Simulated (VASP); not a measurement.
# TaMo2C3 (P6_3/mmc) in VASP: density of states with PBE

Aim: the density of states of TaMo2C3 with PBE.

Program: VASP 6.6.1. These are calculated values, not measurements. Logs are shortened: lines on timing, memory, paths and dates and some standing lists are left out, and cuts for length are marked.

## 1. The structure

The structure is hexagonal, space group P6_3/mmc (No. 194). Conventional cell: a = 3.042 Å, b = 3.042 Å, c = 15.983 Å, α = 90.00°, β = 90.00°, γ = 120.00°. Ta (site symmetry -3m) is surrounded by 6 C at 2.20 Å. Around Mo (site symmetry 3m) lie 6 C at 2.17 to 2.24 Å. C (site symmetry 3m) is surrounded by 3 Mo at 2.17 Å and 3 Ta at 2.20 Å. Around C (site symmetry -6m2) lie 6 Mo at 2.24 Å.

The cell was built by a generator and needn't be a form met in nature.

## 2. Density of states, PBE

POSCAR reads:

```
TaMo2C3
1.0
    3.0418820000      0.0000000000      0.0000000000
   -1.5209410000      2.6343470000      0.0000000000
    0.0000000000      0.0000000000     15.9834200000
Ta Mo C
2 4 6
Direct
    0.0000000000      0.0000000000      0.0000000000
    0.0000000000      0.0000000000      0.5000000000
    0.3333330000      0.6666670000      0.6627420000
    0.3333330000      0.6666670000      0.8372580000
    0.6666670000      0.3333330000      0.1627420000
    0.6666670000      0.3333330000      0.3372580000
    0.6666670000      0.3333330000      0.9167620000
    0.3333330000      0.6666670000      0.0832380000
    0.6666670000      0.3333330000      0.7500000000
    0.6666670000      0.3333330000      0.5832380000
    0.3333330000      0.6666670000      0.4167620000
    0.3333330000      0.6666670000      0.2500000000
```

INCAR.step1 reads:

```
SYSTEM = TaMo2C3
PREC = Accurate
ENCUT = 520
EDIFF = 1E-6
ISMEAR = 0
SIGMA = 0.1
LREAL = .False.
LASPH = .True.
NELM = 80
ALGO = Normal
ISIF = 2
LWAVE = .False.
LCHARG = .True.
LMAXMIX = 4
GGA = PE
KPAR = 4
```

KPOINTS.step1 reads:

```
Automatic mesh
0
Gamma
  12 12 2
  0 0 0
```

INCAR.step2 reads:

```
SYSTEM = TaMo2C3
PREC = Accurate
ENCUT = 520
EDIFF = 1E-6
ISMEAR = -5
SIGMA = 0.1
LREAL = .False.
LASPH = .True.
NELM = 80
ALGO = Normal
ISIF = 2
LWAVE = .False.
LCHARG = .False.
LMAXMIX = 4
GGA = PE
LORBIT = 11
KPAR = 4
NEDOS = 1001
ICHARG = 11
```

KPOINTS.step2 reads:

```
Automatic mesh
0
Gamma
  18 18 3
  0 0 0
```

Potentials or basis: VASP PAW PBE potentials, release 64 (Ta_pv, Mo_sv, C).

Started as:

```
$ cat potpaw_PBE.64/Ta_pv/POTCAR potpaw_PBE.64/Mo_sv/POTCAR potpaw_PBE.64/C/POTCAR > POTCAR
$ cp INCAR.step1 INCAR
$ cp KPOINTS.step1 KPOINTS
$ mpirun -np 4 vasp_std > vasp.out
$ cp INCAR.step2 INCAR
$ cp KPOINTS.step2 KPOINTS
$ mpirun -np 4 vasp_std > vasp.out
```

OUTCAR:

```text
SYSTEM = TaMo2C3
   PREC = Accurate
   ENCUT = 520
   EDIFF = 1E-6
   ISMEAR = -5
   LREAL = .False.
   LASPH = .True.
   NELM = 80
   ISIF = 2
   GGA = PE
   LORBIT = 11
   ICHARG = 11

 ion  position               nearest neighbor table
   1  0.000  0.000  0.000-   7 2.20   8 2.20   8 2.20   7 2.20   7 2.20   8 2.20   4 3.14   5 3.14
                             4 3.14   5 3.14   4 3.14   5 3.14
   2  0.000  0.000  0.500-  10 2.20  11 2.20  11 2.20  10 2.20  10 2.20  11 2.20   3 3.14   6 3.14
                             3 3.14   6 3.14   3 3.14   6 3.14
   3  0.333  0.667  0.663-  10 2.17  10 2.17  10 2.17   9 2.24   9 2.24   9 2.24   4 2.79   2 3.14
                             2 3.14   2 3.14
   4  0.333  0.667  0.837-   7 2.17   7 2.17   7 2.17   9 2.24   9 2.24   9 2.24   3 2.79   1 3.14
                             1 3.14   1 3.14
   5  0.667  0.333  0.163-   8 2.17   8 2.17   8 2.17  12 2.24  12 2.24  12 2.24   6 2.79   1 3.14
                             1 3.14   1 3.14
   6  0.667  0.333  0.337-  11 2.17  11 2.17  11 2.17  12 2.24  12 2.24  12 2.24   5 2.79   2 3.14
                             2 3.14   2 3.14
   7  0.667  0.333  0.917-   4 2.17   4 2.17   4 2.17   1 2.20   1 2.20   1 2.20
   8  0.333  0.667  0.083-   5 2.17   5 2.17   5 2.17   1 2.20   1 2.20   1 2.20
   9  0.667  0.333  0.750-   3 2.24   4 2.24   3 2.24   4 2.24   3 2.24   4 2.24
  10  0.667  0.333  0.583-   3 2.17   3 2.17   3 2.17   2 2.20   2 2.20   2 2.20
  11  0.333  0.667  0.417-   6 2.17   6 2.17   6 2.17   2 2.20   2 2.20   2 2.20
  12  0.333  0.667  0.250-   5 2.24   6 2.24   5 2.24   6 2.24   5 2.24   6 2.24

  LATTYP: Found a hexagonal cell.
 ALAT       =     3.0418820000
 C/A-ratio  =     5.2544510274

  Lattice vectors:

 A1 = (   3.0418820000,   0.0000000000,   0.0000000000)
 A2 = (  -1.5209410000,   2.6343470000,   0.0000000000)
 A3 = (   0.0000000000,   0.0000000000,  15.9834200000)

Analysis of symmetry for initial positions (statically):
=====================================================================
 Subroutine PRICEL returns:
 Original cell was already a primitive cell.

 Routine SETGRP: Setting up the symmetry group for a
 hexagonal supercell.

 Subroutine GETGRP returns: Found 24 space group operations
 (whereof 12 operations were pure point group operations)
 out of a pool of 24 trial point group operations.

The static configuration has the point symmetry D_3d.
 The point group associated with its full space group is D_6h.

Analysis of symmetry for dynamics (positions and initial velocities):
=====================================================================
 Subroutine PRICEL returns:
 Original cell was already a primitive cell.

 Routine SETGRP: Setting up the symmetry group for a
 hexagonal supercell.

 Subroutine GETGRP returns: Found 24 space group operations
 (whereof 12 operations were pure point group operations)
 out of a pool of 24 trial point group operations.

The dynamic configuration has the point symmetry D_3d.
 The point group associated with its full space group is D_6h.

 Subroutine INISYM returns: Found 24 space group operations
 (whereof 12 operations are pure point group operations),
 and found     1 'primitive' translations

----------------------------------------------------------------------------------------

                                     Primitive cell

  volume of cell :     128.0811

  direct lattice vectors                    reciprocal lattice vectors
     3.041882000  0.000000000  0.000000000     0.328743850  0.189800357  0.000000000
    -1.520941000  2.634347000  0.000000000     0.000000000  0.379600713  0.000000000
     0.000000000  0.000000000 15.983420000     0.000000000  0.000000000  0.062564833

  length of vectors
     3.041882000  3.041881924 15.983420000     0.379600704  0.379600713  0.062564833

  position of ions in fractional coordinates (direct lattice)
     0.000000000  0.000000000  0.000000000
     0.000000000  0.000000000  0.500000000
     0.333333000  0.666667000  0.662742000
     0.333333000  0.666667000  0.837258000
     0.666667000  0.333333000  0.162742000
     0.666667000  0.333333000  0.337258000
     0.666667000  0.333333000  0.916762000
     0.333333000  0.666667000  0.083238000
     0.666667000  0.333333000  0.750000000
     0.666667000  0.333333000  0.583238000
     0.333333000  0.666667000  0.416762000
     0.333333000  0.666667000  0.250000000

  ion indices of the primitive-cell ions
   primitive index   ion index
                 1           1
                 2           2
                 3           3
                 4           4
                 5           5
                 6           6
                 7           7
                 8           8
                 9           9
                10          10
                11          11
                12          12

----------------------------------------------------------------------------------------

 KPOINTS: Automatic mesh

Automatic generation of k-mesh.
 Grid dimensions read from file:
 generate k-points for:   18   18    3

 Generating k-lattice:

  Cartesian coordinates                     Fractional coordinates (reciprocal lattice)
     0.018263547  0.010544464  0.000000000     0.055555556 -0.000000000  0.000000000
     0.000000000  0.021088929  0.000000000     0.000000000  0.055555556  0.000000000
     0.000000000  0.000000000  0.020854944     0.000000000  0.000000000  0.333333333

  Length of vectors
     0.021088928  0.021088929  0.020854944

  Shift w.r.t. Gamma in fractional coordinates (k-lattice)
     0.000000000  0.000000000  0.000000000

 TETIRR: Found    828 inequivalent tetrahedra from     5832

 Subroutine IBZKPT returns following result:
 ===========================================

 Found     74 irreducible k-points:

 Following reciprocal coordinates:
            Coordinates               Weight
  0.000000  0.000000  0.000000      1.000000
  0.055556  0.000000  0.000000      6.000000
  0.111111  0.000000  0.000000      6.000000
  0.166667  0.000000  0.000000      6.000000
  0.222222  0.000000  0.000000      6.000000
  0.277778 -0.000000  0.000000      6.000000
[... 16 lines left out ...]
  0.333333  0.111111  0.000000     12.000000
  0.388889  0.111111  0.000000     12.000000
 [... further k-points ...]
   k-points           NKPTS =     74   k-points in BZ     NKDIM =     74   number of bands    NBANDS=     61
   number of dos      NEDOS =   1001   number of ions     NIONS =     12
   total plane-waves  NPLWV =  69120
   dimension x,y,z NGX =    24 NGY =   24 NGZ =  120
   dimension x,y,z NGXF=    48 NGYF=   48 NGZF=  240
   ions per type =               2   4   6
   NGX,Y,Z   is equivalent  to a cutoff of  13.12, 13.12, 12.48 a.u.
   NGXF,Y,Z  is equivalent  to a cutoff of  26.23, 26.23, 24.96 a.u.
 SYSTEM =  TaMo2C3
   PREC   = accura    normal or accurate (medium, high low for compatibility)
   ISTART =      0    job   : 0-new  1-cont  2-samecut
   ICHARG =     11    charge: 1-file 2-atom 10-const
   ISPIN  =      1    spin polarized calculation?
   LNONCOLLINEAR =      F non collinear calculations
   LSORBIT =      F    spin-orbit coupling
   LASPH  =      T    aspherical Exc in radial PAW
   ENCUT  =  520.0 eV  38.22 Ry    6.18 a.u.   5.66  5.66 29.72*2*pi/ulx,y,z
   NELM   =     80;   NELMIN=  2; NELMDL=  0     # of ELM steps
   EDIFF  = 0.1E-05   stopping-criterion for ELM
   LREAL  =      F    real-space projection
   EDIFFG = 0.1E-04   stopping-criterion for IOM
   NSW    =      0    number of steps for IOM
   IBRION =     -1    ionic relax: 0-MD 1-quasi-New 2-CG
   NFREE  =      0    steps in history (QN), initial steepest desc. (CG)
   ISIF   =      2    stress and relaxation
   ISYM   =      2    0-nonsym 1-usesym 2-fastsym
   POTIM  = 0.5000    time-step for ionic-motion
   TEBEG  =    0.0;   TEEND  =   0.0 temperature during run
   PSTRESS=    0.0 pullay stress
   NELECT =     102.0000    total number of electrons
   NUPDOWN=      -1.0000    fix difference up-down
   EMIN   =  10.00;   EMAX   =-10.00  energy-range for DOS
   EFERMI =   0.00;   METHOD = LEGACY
   ISMEAR =    -5;   SIGMA  =   0.10  broadening in eV -4-tet -1-fermi 0-gaus
   EFERMI_NEDOS =   21; number of points for ismear=-14 and -15
   IALGO  =     38    algorithm
   IMIX   =      4    mixing-type and parameters
     AMIX     =   0.40;   BMIX     =  1.00
     AMIX_MAG =   1.60;   BMIX_MAG =  1.00
  volume/ion in A,a.u.               =      10.67        72.03
  Fermi-wavevector in a.u.,A,eV,Ry     =   1.517446  2.867557 31.329345  2.302642
  Thomas-Fermi vector in A             =   2.626700
   LORBIT       =     11    0 simple, 1 ext, 2 COOP (PROOUT), +10 PAW based schemes
   GGA     = PE    functional components
   LHFCALC =     F    Hartree Fock is set to
   AEXX    =    0.0000 exact exchange contribution
   IVDW    =     0    specifies the selected vdW correction
   LEPSILON=     F    determine dielectric tensor
   LRPA    =     F    only Hartree local field effects (RPA)
 non-spin polarized calculation
 Fermi weights with tetrahedron method with Bloechl corrections
  energy-cutoff  :      520.00
  volume of cell :      128.08
 maximum number of plane-waves:      3503
 NGX is ok and might be reduce to    24

 number of electron     101.9999993 magnetization

 Free energy of the ion-electron system (eV)
  ---------------------------------------------------
  ext. energy  EPLUGINS =         0.00000000
  ---------------------------------------------------
  free energy    TOTEN  =      -125.53300603 eV

  energy without entropy =     -125.53300603  energy(sigma->0) =     -125.53300603

 E-fermi :  11.2543     XC(G=0): -13.3957

 val. band max:       11.2742588123   @ k =   0.1111   0.1111   0.3333
 cond. band min:      11.2012614257   @ k =   0.2222   0.0000   0.0000
 fundamental gap:     -0.0729973867
 Fermi energy:        11.2542691633

 k-point     1 :       0.0000    0.0000    0.0000
  band No.  band energies     occupation
      1     -50.6682      2.00000
      2     -50.6682      2.00000
      3     -50.6219      2.00000
      4     -50.6218      2.00000
      5     -25.1885      2.00000
      6     -25.0992      2.00000
[... 53 lines left out ...]
     60      12.4771      0.00000
     61      12.4871      0.00000

 k-point     2 :       0.0556    0.0000    0.0000
  band No.  band energies     occupation
      1     -50.6662      2.00000
      2     -50.6662      2.00000
      3     -50.6199      2.00000
      4     -50.6199      2.00000
      5     -25.1829      2.00000
      6     -25.0961      2.00000
[... 1406 lines left out ...]
      5     -25.0523      2.00000
      6     -25.0356      2.00000
[... 53 lines left out ...]
     60      13.7613      0.00000
     61      13.8048      0.00000

 [... further k-points ...]

------------------------ aborting loop because EDIFF is reached ----------------------------------------

  FORCE on cell =-STRESS in cart. coord.  units (eV):
  Direction    XX          YY          ZZ          XY          YZ          ZX
  --------------------------------------------------------------------------------------
  -------------------------------------------------------------------------------------
  Total       -0.1774065     -0.1774065      0.5245249     -0.0000000      0.0000000      0.0000000
  in kB       -2.2191933     -2.2191931      6.5613266     -0.0000000      0.0000000      0.0000000
  external PRESSURE =       0.7076467 kB  Pullay stress =       0.0000000 kB

 VOLUME and BASIS-vectors are now :
 -----------------------------------------------------------------------------
  energy-cutoff  :      520.00
  volume of cell :      128.08
      direct lattice vectors                 reciprocal lattice vectors
     3.041882000  0.000000000  0.000000000     0.328743850  0.189800357  0.000000000
    -1.520941000  2.634347000  0.000000000     0.000000000  0.379600713  0.000000000
     0.000000000  0.000000000 15.983420000     0.000000000  0.000000000  0.062564833

 POSITION                                       TOTAL-FORCE (eV/Angst)
 -----------------------------------------------------------------------------------
      0.00000      0.00000      0.00000        -0.000000      0.000000      0.000000
      0.00000      0.00000      7.99171        -0.000000      0.000000      0.000000
     -0.00000      1.75623     10.59288        -0.000000     -0.000000     -0.005593
     -0.00000      1.75623     13.38225        -0.000000     -0.000000      0.005593
      1.52094      0.87811      2.60117         0.000000      0.000000     -0.005593
      1.52094      0.87811      5.39054         0.000000      0.000000      0.005593
      1.52094      0.87811     14.65299        -0.000000      0.000000     -0.023004
     -0.00000      1.75623      1.33043        -0.000000     -0.000000      0.023004
      1.52094      0.87811     11.98757        -0.000000      0.000000      0.000000
      1.52094      0.87811      9.32214         0.000000      0.000000      0.023004
     -0.00000      1.75623      6.66128         0.000000     -0.000000     -0.023004
     -0.00000      1.75623      3.99586         0.000000     -0.000000     -0.000000
 -----------------------------------------------------------------------------------
    total drift:                                0.000000      0.000000      0.000000

  FREE ENERGIE OF THE ION-ELECTRON SYSTEM (eV)
  ---------------------------------------------------
  free  energy   TOTEN  =      -125.5330060317 eV

  energy  without entropy=     -125.5330060317  energy(sigma->0) =     -125.53300603

 total charge

# of ion       s       p       d       tot
------------------------------------------
    1        0.314   6.290   2.429   9.032
    2        0.314   6.290   2.429   9.032
    3        2.297   6.244   3.984  12.525
    4        2.297   6.244   3.984  12.525
    5        2.297   6.244   3.984  12.525
    6        2.297   6.244   3.984  12.525
    7        0.870   1.575   0.000   2.445
    8        0.870   1.575   0.000   2.445
    9        0.863   1.472   0.000   2.336
   10        0.870   1.575   0.000   2.445
   11        0.870   1.575   0.000   2.445
   12        0.863   1.472   0.000   2.336
--------------------------------------------------
tot         15.021  46.799  20.795  82.614
```

It took 2.6 min on 4 MPI ranks of Intel Xeon Platinum 8488C (Sapphire Rapids), shared host; peak memory 0.56 GiB.

What came out:

```
Valence electrons inside the program's atomic spheres : Ta 9.03; Mo 12.53; C 2.44, 2.34
```

States per cell in windows of 0.5 eV (zero at the Fermi level; states under -8 eV left out):
| from (eV) | total | Mo3_d | Mo4_d | Mo5_d | Mo6_d | Ta1_d | Ta2_d |
| --- | --- | --- | --- | --- | --- | --- | --- |
| -8.0 | 1.37 | 0.05 | 0.05 | 0.05 | 0.05 | 0.07 | 0.07 |
| -7.5 | 2.11 | 0.11 | 0.11 | 0.11 | 0.11 | 0.08 | 0.08 |
| -7.0 | 1.30 | 0.08 | 0.08 | 0.08 | 0.08 | 0.05 | 0.05 |
| -6.5 | 5.47 | 0.29 | 0.29 | 0.29 | 0.29 | 0.29 | 0.29 |
| -6.0 | 4.52 | 0.26 | 0.26 | 0.26 | 0.26 | 0.22 | 0.22 |
| -5.5 | 5.63 | 0.38 | 0.38 | 0.38 | 0.38 | 0.37 | 0.37 |
| -5.0 | 4.64 | 0.27 | 0.27 | 0.27 | 0.27 | 0.35 | 0.35 |
| -4.5 | 2.33 | 0.18 | 0.18 | 0.18 | 0.18 | 0.13 | 0.13 |
| -4.0 | 4.32 | 0.40 | 0.40 | 0.40 | 0.40 | 0.13 | 0.13 |
| -3.5 | 4.40 | 0.43 | 0.43 | 0.43 | 0.43 | 0.11 | 0.11 |
| -3.0 | 1.99 | 0.20 | 0.20 | 0.20 | 0.20 | 0.07 | 0.07 |
| -2.5 | 2.08 | 0.24 | 0.24 | 0.24 | 0.24 | 0.06 | 0.06 |
| -2.0 | 3.04 | 0.40 | 0.40 | 0.40 | 0.40 | 0.08 | 0.08 |
| -1.5 | 1.86 | 0.24 | 0.24 | 0.24 | 0.24 | 0.04 | 0.04 |
| -1.0 | 0.97 | 0.15 | 0.15 | 0.15 | 0.15 | 0.04 | 0.04 |
| -0.5 | 1.14 | 0.14 | 0.14 | 0.14 | 0.14 | 0.14 | 0.14 |
| 0.0 | 2.57 | 0.27 | 0.27 | 0.27 | 0.27 | 0.38 | 0.38 |
| 0.5 | 3.66 | 0.40 | 0.40 | 0.40 | 0.40 | 0.51 | 0.51 |
| 1.0 | 3.81 | 0.52 | 0.52 | 0.52 | 0.52 | 0.38 | 0.38 |
| 1.5 | 4.63 | 0.68 | 0.68 | 0.68 | 0.68 | 0.37 | 0.37 |
| 2.0 | 4.19 | 0.56 | 0.56 | 0.56 | 0.56 | 0.26 | 0.26 |
| 2.5 | 1.55 | 0.18 | 0.18 | 0.18 | 0.18 | 0.14 | 0.14 |
| 3.0 | 0.00 | 0.00 | 0.00 | 0.00 | 0.00 | 0.00 | 0.00 |
| 3.5 | 0.00 | 0.00 | 0.00 | 0.00 | 0.00 | 0.00 | 0.00 |
| 4.0 | 0.00 | 0.00 | 0.00 | 0.00 | 0.00 | 0.00 | 0.00 |
| 4.5 | 0.00 | 0.00 | 0.00 | 0.00 | 0.00 | 0.00 | 0.00 |
| 5.0 | 0.00 | 0.00 | 0.00 | 0.00 | 0.00 | 0.00 | 0.00 |
| 5.5 | 0.00 | 0.00 | 0.00 | 0.00 | 0.00 | 0.00 | 0.00 |

Caveat: tetrahedron occupations give inexact forces and stress in metals.
